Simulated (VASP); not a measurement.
Level of theory: revTPSS meta-GGA, VASP's PBE PAW potentials (set 64) (plane waves; VASP).

The input files of a VASP run:

**POSCAR**
```
Li2S
4.0022830
  0.0000000000   0.7071068025   0.7071068025
  0.7071068025   0.0000000000   0.7071068025
  0.7071068025   0.7071068025   0.0000000000
Li S
2 1
Direct
  0.2500000000   0.2500000000   0.2500000000
  0.7500000000   0.7500000000   0.7500000000
  1.0000000000   0.0000000000   0.0000000000
```

### INCAR
```
SYSTEM = Li2S
PREC = Accurate; ENCUT = 520; LREAL = .False.
LASPH = .True.
EDIFF = 1E-7; NELM = 100; ALGO = Normal
LMIXTAU = .True.
ISMEAR = -5
METAGGA = RTPSS
ISIF = 2
LWAVE = .False.; LCHARG = .False.; LORBIT = 11
NEDOS = 601
LEFG = .True.
```

KPOINTS:
```
Automatic mesh
0
Gamma
8 8 8
0 0 0
```

KPOINTS_OPT:
```
k-points along high-symmetry lines
10
Line-mode
Reciprocal
  0.000000   0.000000   0.000000 ! GAMMA
  0.500000   0.000000   0.500000 ! X

  0.500000   0.000000   0.500000 ! X
  0.625000   0.250000   0.625000 ! U

  0.375000   0.375000   0.750000 ! K
  0.000000   0.000000   0.000000 ! GAMMA

  0.000000   0.000000   0.000000 ! GAMMA
  0.500000   0.500000   0.500000 ! L

  0.500000   0.500000   0.500000 ! L
  0.500000   0.250000   0.750000 ! W

  0.500000   0.250000   0.750000 ! W
  0.500000   0.000000   0.500000 ! X
```

POTCAR, in this order: Li_sv S (PBE.64 set). Program: vasp_std.

**Question.** Predict the energy per atom (σ→0), band gap (over mesh and band path).

**Answer.** 
```
Quantity                                    Result
----------------------------------  --------------
energy per atom (σ→0)               -4.927 eV/atom
band gap (over mesh and band path)         3.39 eV
```

OSZICAR:
```
...
DAV:  34    -0.147812223228E+02   -0.67816E-05   -0.17083E-05   676   0.653E-02    0.172E-03
DAV:  35    -0.147812221960E+02    0.12674E-06   -0.11744E-06   636   0.167E-02    0.172E-03
DAV:  36    -0.147812226500E+02   -0.45399E-06   -0.39096E-07   674   0.117E-02    0.857E-04
DAV:  37    -0.147812227258E+02   -0.75826E-07   -0.29294E-07   820   0.882E-03
   1 F= -.14781223E+02 E0= -.14781223E+02  d E =0.000000E+00
       N       E                     dE             ncg
       N       E                     dE             ncg
       N       E                     dE             ncg
```

The compound is Li2S in the antifluorite structure. It was relaxed first.
